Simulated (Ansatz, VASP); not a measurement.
# ZnS (Wurtzite-2H): VASP beside Ansatz

One calculation is typed for both programs; each brings its own data sets. How far apart do they land? The cell is taken from a series of runs on this material, whose earlier steps may have relaxed, scaled, displaced or heated it; both programs get it as it stands.

Method: plane waves, with VASP 6.6.1 beside it; zone-centre phonons at LDA, in Ansatz 0.2.0.

## Step 1: Starting point

Symmetry: P6_3mc, No. 186, hexagonal system. Conventional cell: a = 3.789 Å, b = 3.789 Å, c = 6.218 Å, α = 90.00°, β = 90.00°, γ = 120.00°. Nearest to S lie 4 Zn at 2.32 to 2.33 Å. Nearest to Zn lie 4 S at 2.32 to 2.33 Å. Farther neighbours and most contacts between anions are not listed.

Coordinates:

```cif
data_structure
_symmetry_space_group_name_H-M 'P 1'
_symmetry_Int_Tables_number 1
_cell_length_a 3.7890
_cell_length_b 3.7890
_cell_length_c 6.2183
_cell_angle_alpha 90.000
_cell_angle_beta 90.000
_cell_angle_gamma 120.000
_cell_volume 77.31
loop_
_atom_site_label
_atom_site_type_symbol
_atom_site_fract_x
_atom_site_fract_y
_atom_site_fract_z
_atom_site_occupancy
S1 S 0.33333 0.66667 0.37966 1
S2 S 0.66667 0.33333 0.87966 1
Zn3 Zn 0.33333 0.66667 0.00534 1
Zn4 Zn 0.66667 0.33333 0.50534 1
```

## Step 2: VASP: zone-centre phonons, LDA

Second derivatives magnify differences that forces hide, and they need a tight electronic threshold.

Lines of VASP's logs that name or quote its potential files are left out, and so is its time.

Input file INCAR:

```
SYSTEM = ZnS
PREC = Accurate
ENCUT = 500
EDIFF = 1E-08
NELM = 120
ISMEAR = 0
SIGMA = 0.01
LREAL = .FALSE.
ALGO = Normal
GGA = CA
NBANDS = 24
LORBIT = 11
LWAVE = .FALSE.
LCHARG = .FALSE.
ISIF = 2
IBRION = 8
LEPSILON = .TRUE.
LASPH = .TRUE.
GGA_COMPAT = .FALSE.
EFERMI = MIDGAP
KPAR = 2
```

Input file POSCAR:

```
ZnS
1.0
    3.7889870818      0.0000000000      0.0000000000
   -1.8944935409      3.2813590675      0.0000000000
    0.0000000000      0.0000000000      6.2183035201
S Zn
2 2
Direct
    0.3333333333      0.6666666667      0.3796562870
    0.6666666667      0.3333333333      0.8796562870
    0.3333333333      0.6666666667      0.0053437130
    0.6666666667      0.3333333333      0.5053437130
```

Input file KPOINTS:

```
Automatic mesh
0
Gamma
12 12 8
0 0 0
```

Potentials, in the order of the species: S and Zn (LDA family, release 64).

On the command line:

```
mpirun -np 2 vasp_std
```

Numbers of over 12 decimals in the logs are rounded to 6 here.

Output:

```text
[banner, memory and clock lines left out]
running    2 mpi-ranks, on    1 nodes
 distrk:  each k-point on    1 cores,    2 groups
 distr:  one band on    1 cores,    1 groups

 POSCAR found type information on POSCAR S Zn
 POSCAR found :  2 types and       4 ions
 LDA part: xc-table for (Slater(with rela. corr.)+CA(PZ))
 , standard interpolation
 POSCAR, INCAR and KPOINTS ok, starting setup
 FFT: planning ... GRIDC
 FFT: planning ... GRID_SOFT
 FFT: planning ... GRID
 WAVECAR not read
 entering main loop
       N       E                     dE             d eps       ncg     rms          rms(c)
DAV:   1     0.230176189235E+03    0.23018E+03   -0.17010E+04  4560   0.178E+03
DAV:   2     0.357236328017E+01   -0.22660E+03   -0.21939E+03  4832   0.359E+02
DAV:   3    -0.168172986775E+02   -0.20390E+02   -0.20237E+02  5672   0.110E+02
DAV:   4    -0.172306575344E+02   -0.41336E+00   -0.41307E+00  5472   0.162E+01
DAV:   5    -0.172384145757E+02   -0.77570E-02   -0.77564E-02  5792   0.210E+00    0.101E+01
DAV:   6    -0.164014236101E+02    0.83699E+00   -0.18651E+00  6720   0.412E+01    0.766E+00
DAV:   7    -0.163991667961E+02    0.22568E-02   -0.15308E+00  5200   0.739E+00    0.317E+00
DAV:   8    -0.163789382106E+02    0.20229E-01   -0.67017E-02  6224   0.265E+00    0.913E-01
DAV:   9    -0.163780541100E+02    0.88410E-03   -0.14533E-02  6552   0.183E+00    0.267E-01
DAV:  10    -0.163781109332E+02   -0.56823E-04   -0.62886E-04  5960   0.285E-01    0.157E-01
DAV:  11    -0.163781346228E+02   -0.23690E-04   -0.73267E-05  5696   0.127E-01    0.998E-02
DAV:  12    -0.163781306534E+02    0.39695E-05   -0.26277E-05  5520   0.955E-02    0.113E-02
DAV:  13    -0.163781309064E+02   -0.25299E-06   -0.15242E-06  5720   0.862E-03    0.477E-03
DAV:  14    -0.163781309736E+02   -0.67207E-07   -0.72963E-08  5480   0.194E-03    0.229E-03
DAV:  15    -0.163781309697E+02    0.38922E-08   -0.16162E-08  3864   0.238E-03
   1 F= -.16378131E+02 E0= -.16378131E+02  d E =0.000000E+00
 Linear response reoptimize wavefunctions to high precision
DAV:   1    -0.163781309703E+02   -0.63574E-09   -0.70895E-09  4976   0.102E-03
DAV:   2    -0.163781309705E+02   -0.13870E-09   -0.10114E-09  2960   0.215E-04
DAV:   3    -0.163781309705E+02    0.00000E+00   -0.10824E-10  2840   0.790E-05
 Linear response G [H, r] |phi>, progress :
  Direction:   1
       N       E                     dE             d eps       ncg     rms
RMM:   1    -0.814213573121E+02   -0.81421E+02    0.46442E+02  8654   0.928E+01
RMM:   2    -0.902688539500E+02   -0.88475E+01   -0.27942E+01  7464   0.345E+01
RMM:   3    -0.908484744828E+02   -0.57962E+00   -0.20129E+00  8124   0.907E+00
RMM:   4    -0.908693645753E+02   -0.20890E-01   -0.10033E-01  8285   0.189E+00
RMM:   5    -0.908703844080E+02   -0.10198E-02   -0.11871E-02  8366   0.496E-01
RMM:   6    -0.908705572987E+02   -0.17289E-03   -0.17844E-03  8472   0.147E-01
RMM:   7    -0.908705842473E+02   -0.26949E-04   -0.40863E-04  8551   0.487E-02
RMM:   8    -0.908705900767E+02   -0.58294E-05   -0.13950E-04  8630   0.175E-02
RMM:   9    -0.908705871143E+02    0.29623E-05   -0.28706E-05  8572   0.717E-03
RMM:  10    -0.908705861026E+02    0.10117E-05   -0.33609E-05  6996   0.354E-03
RMM:  11    -0.908705853448E+02    0.75787E-06    0.52177E-05  5874   0.206E-03
RMM:  12    -0.908705846311E+02    0.71363E-06    0.15689E-06  5386   0.149E-03
RMM:  13    -0.908705850777E+02   -0.44651E-06    0.56185E-05  5077   0.124E-03
RMM:  14    -0.908705842420E+02    0.83560E-06    0.48570E-06  4973   0.115E-03
RMM:  15    -0.908705847196E+02   -0.47759E-06    0.63863E-05  4857   0.109E-03
RMM:  16    -0.908705846241E+02    0.95520E-07    0.24622E-05  4719   0.108E-03
RMM:  17    -0.908705848255E+02   -0.20137E-06    0.84031E-05  4606   0.106E-03
 Linear response G [H, r] |phi>, progress :
  Direction:   2
       N       E                     dE             d eps       ncg     rms
RMM:   1    -0.964800380024E+02   -0.96480E+02    0.27895E+02  8744   0.896E+01
RMM:   2    -0.101657267036E+03   -0.51772E+01   -0.22538E+01  7387   0.331E+01
RMM:   3    -0.102186920525E+03   -0.52965E+00   -0.15598E+00  8131   0.833E+00
RMM:   4    -0.102212340016E+03   -0.25419E-01   -0.77438E-02  8200   0.178E+00
RMM:   5    -0.102213647465E+03   -0.13074E-02   -0.14723E-02  8307   0.501E-01
RMM:   6    -0.102213793232E+03   -0.14577E-03   -0.50035E-03  8416   0.156E-01
RMM:   7    -0.102213684533E+03    0.10870E-03   -0.25024E-03  8503   0.540E-02
RMM:   8    -0.102213601138E+03    0.83395E-04   -0.13211E-03  8602   0.207E-02
RMM:   9    -0.102213551347E+03    0.49791E-04   -0.76823E-04  8518   0.849E-03
RMM:  10    -0.102213539072E+03    0.12274E-04   -0.63701E-04  7003   0.393E-03
RMM:  11    -0.102213493658E+03    0.45415E-04   -0.18398E-04  6020   0.221E-03
RMM:  12    -0.102213487141E+03    0.65173E-05   -0.11916E-04  5488   0.157E-03
RMM:  13    -0.102213482855E+03    0.42855E-05   -0.87085E-05  5123   0.133E-03
[...]
RMM:  11    -0.113174113192E+01   -0.48074E-05   -0.54563E-07 26799   0.746E-04    0.180E-04
RMM:  12    -0.113173996314E+01    0.11688E-05    0.20744E-07 22800   0.326E-04    0.147E-05
RMM:  13    -0.113173973328E+01    0.22986E-06    0.63864E-08 15522   0.151E-04    0.150E-05
RMM:  14    -0.113173953724E+01    0.19603E-06   -0.12908E-07 12699   0.894E-05    0.517E-06
[...]
RMM:  13    -0.115683891536E+01    0.28395E-06   -0.25146E-07  4686   0.120E-04    0.122E-05
RMM:  14    -0.115683898278E+01   -0.67426E-07   -0.29992E-08  3629   0.782E-05    0.760E-06
 change of polarisation eV/A/(eV/A) component  3 :    -0.233    -0.215     2.198
 dielectric tensor                  component  3 :    -0.547    -0.503     6.146
 Linear response DOF=           4
 Linear response progress:
  Degree of freedom:   1/  4
       N       E                     dE             d eps       ncg     rms          rms(c)
RMM:   1    -0.106917732526E+00   -0.10692E+00    0.44168E-02 70487   0.196E+00
RMM:   2    -0.103724793678E+00    0.31929E-02   -0.63398E-03 42842   0.637E-01    0.166E-01
RMM:   3    -0.104091664129E+00   -0.36687E-03   -0.52461E-04 48606   0.153E-01    0.788E-02
RMM:   4    -0.104410930218E+00   -0.31927E-03   -0.77396E-05 47853   0.510E-02    0.197E-02
RMM:   5    -0.104463843895E+00   -0.52914E-04   -0.77431E-06 50184   0.137E-02    0.944E-03
RMM:   6    -0.104440084323E+00    0.23760E-04   -0.11318E-06 50182   0.464E-03    0.337E-03
RMM:   7    -0.104447962127E+00   -0.78778E-05   -0.15361E-08 48421   0.165E-03    0.837E-04
RMM:   8    -0.104447290507E+00    0.67162E-06   -0.40625E-08 51287   0.533E-04    0.604E-05
RMM:   9    -0.104446481557E+00    0.80895E-06   -0.89048E-08 49763   0.190E-04    0.508E-05
RMM:  10    -0.104446585732E+00   -0.10418E-06   -0.54552E-08 51243   0.756E-05    0.897E-06
RMM:  11    -0.104446676165E+00   -0.90433E-07   -0.21562E-08 49751   0.384E-05    0.233E-06
RMM:  12    -0.104446663067E+00    0.13099E-07   -0.18200E-08 47750   0.234E-05    0.523E-07
RMM:  13    -0.104446661915E+00    0.11519E-08    0.43129E-09 33172   0.173E-05    0.570E-07
 first order change of Fermi-energy  -0.84026E-01
 force on displaced ion       1 direction 1 :  -6.569   0.000  -0.000
 Born effective charge ion    1 direction 1 :  -1.900   0.000  -0.000
 Linear response progress:
  Degree of freedom:   2/  4
       N       E                     dE             d eps       ncg     rms          rms(c)
RMM:   1    -0.126618049488E+00   -0.12662E+00    0.54401E-02 16364   0.198E+00
RMM:   2    -0.122228076983E+00    0.43900E-02   -0.71814E-03  9502   0.730E-01    0.190E-01
RMM:   3    -0.122428150267E+00   -0.20007E-03   -0.87290E-04 11009   0.185E-01    0.918E-02
RMM:   4    -0.122615137990E+00   -0.18699E-03   -0.80084E-05  9913   0.621E-02    0.307E-02
RMM:   5    -0.122641822549E+00   -0.26685E-04   -0.19632E-05 10914   0.229E-02    0.865E-03
RMM:   6    -0.122630024056E+00    0.11798E-04   -0.87050E-07 11281   0.591E-03    0.450E-03
RMM:   7    -0.122632777013E+00   -0.27530E-05    0.70979E-08 11394   0.159E-03    0.147E-03
RMM:   8    -0.122634388346E+00   -0.16113E-05    0.31371E-07 10164   0.115E-03    0.215E-04
RMM:   9    -0.122634546168E+00   -0.15782E-06    0.17028E-07 11535   0.306E-04    0.954E-05
RMM:  10    -0.122634466859E+00    0.79309E-07    0.20271E-07 11601   0.106E-04    0.281E-05
RMM:  11    -0.122634470035E+00   -0.31751E-08    0.20257E-07 10625   0.451E-05    0.144E-05
RMM:  12    -0.122634436126E+00    0.33909E-07    0.11335E-07 11613   0.271E-05    0.369E-06
RMM:  13    -0.122634451893E+00   -0.15767E-07    0.91287E-08 10797   0.179E-05    0.155E-06
RMM:  14    -0.122634456730E+00   -0.48374E-08    0.86461E-08  8340   0.146E-05    0.533E-07
 first order change of Fermi-energy  -0.77469E-01
 force on displaced ion       1 direction 3 :   0.000  -0.000  -9.233
 Born effective charge ion    1 direction 3 :   0.000  -0.000  -2.006
 Linear response progress:
  Degree of freedom:   3/  4
       N       E                     dE             d eps       ncg     rms          rms(c)
RMM:   1    -0.213453210616E+00   -0.21345E+00   -0.79183E-03 41487   0.188E+00
RMM:   2    -0.210938843817E+00    0.25144E-02   -0.38448E-03 43499   0.430E-01    0.123E-01
RMM:   3    -0.210731592366E+00    0.20725E-03   -0.12169E-04 50002   0.683E-02    0.720E-02
RMM:   4    -0.210448858536E+00    0.28273E-03   -0.17836E-05 49407   0.239E-02    0.390E-03
RMM:   5    -0.210442475172E+00    0.63834E-05   -0.32608E-06 51247   0.489E-03    0.152E-03
RMM:   6    -0.210444907573E+00   -0.24324E-05   -0.40750E-07 51322   0.194E-03    0.329E-04
RMM:   7    -0.210445210923E+00   -0.30335E-06   -0.46655E-07 51688   0.578E-04    0.182E-04
RMM:   8    -0.210445340592E+00   -0.12967E-06   -0.26024E-07 51185   0.271E-04    0.303E-05
RMM:   9    -0.210445136307E+00    0.20428E-06   -0.12144E-07 51875   0.873E-05    0.166E-05
RMM:  10    -0.210445025502E+00    0.11081E-06   -0.20556E-08 50904   0.441E-05    0.273E-06
RMM:  11    -0.210445021801E+00    0.37007E-08   -0.21157E-08 50534   0.210E-05    0.111E-06
 first order change of Fermi-energy  -0.15635E+00
 force on displaced ion       3 direction 1 :  -5.798   0.000   0.000
 Born effective charge ion    3 direction 1 :   1.900  -0.000   0.000
 Linear response progress:
  Degree of freedom:   4/  4
       N       E                     dE             d eps       ncg     rms          rms(c)
RMM:   1    -0.219841583403E+00   -0.21984E+00   -0.51151E-03  9396   0.190E+00
RMM:   2    -0.216917886155E+00    0.29237E-02   -0.38347E-03  9879   0.447E-01    0.146E-01
RMM:   3    -0.216602800500E+00    0.31509E-03   -0.15003E-04 11237   0.840E-02    0.774E-02
RMM:   4    -0.216286023943E+00    0.31678E-03   -0.55957E-05 11034   0.432E-02    0.194E-02
RMM:   5    -0.216220744405E+00    0.65280E-04   -0.22502E-05 11526   0.170E-02    0.670E-03
RMM:   6    -0.216226264295E+00   -0.55199E-05    0.24303E-06 10780   0.483E-03    0.383E-03
RMM:   7    -0.216233150043E+00   -0.68857E-05    0.35196E-06 10938   0.264E-03    0.636E-04
RMM:   8    -0.216234351071E+00   -0.12010E-05    0.79697E-07 11168   0.817E-04    0.207E-04
RMM:   9    -0.216233978342E+00    0.37273E-06   -0.24030E-07 11658   0.288E-04    0.423E-05
RMM:  10    -0.216233887650E+00    0.90691E-07   -0.13754E-07 11695   0.121E-04    0.249E-05
RMM:  11    -0.216233867788E+00    0.19862E-07   -0.59533E-08 11706   0.466E-05    0.766E-06
RMM:  12    -0.216233891582E+00   -0.23794E-07    0.16988E-08 11046   0.272E-05    0.494E-06
RMM:  13    -0.216233901950E+00   -0.10368E-07    0.78553E-09 10719   0.190E-05    0.754E-07
RMM:  14    -0.216233899170E+00    0.27804E-08    0.35198E-08  8697   0.139E-05    0.909E-07
 first order change of Fermi-energy   0.77378E-01
 force on displaced ion       3 direction 3 :   0.000  -0.000  -7.648
 Born effective charge ion    3 direction 3 :   0.000   0.000   2.006
 Born effective charges drift removed
 Linear response finished
```

(Part 1 of 3 ends here.)

[Lines on the potential files, build, host, timing and source positions are cut from VASP's logs without a mark.]

[Logs are printed without paths, hosts, clocks, repeated set-up lines and the standing remarks that a program may print on its own settings, such as how far it seeks lower states.]

[Hosts, paths, dates, database ids (printed as entryN), source tags and the programs' standing remarks are cut or masked in the printed files.]
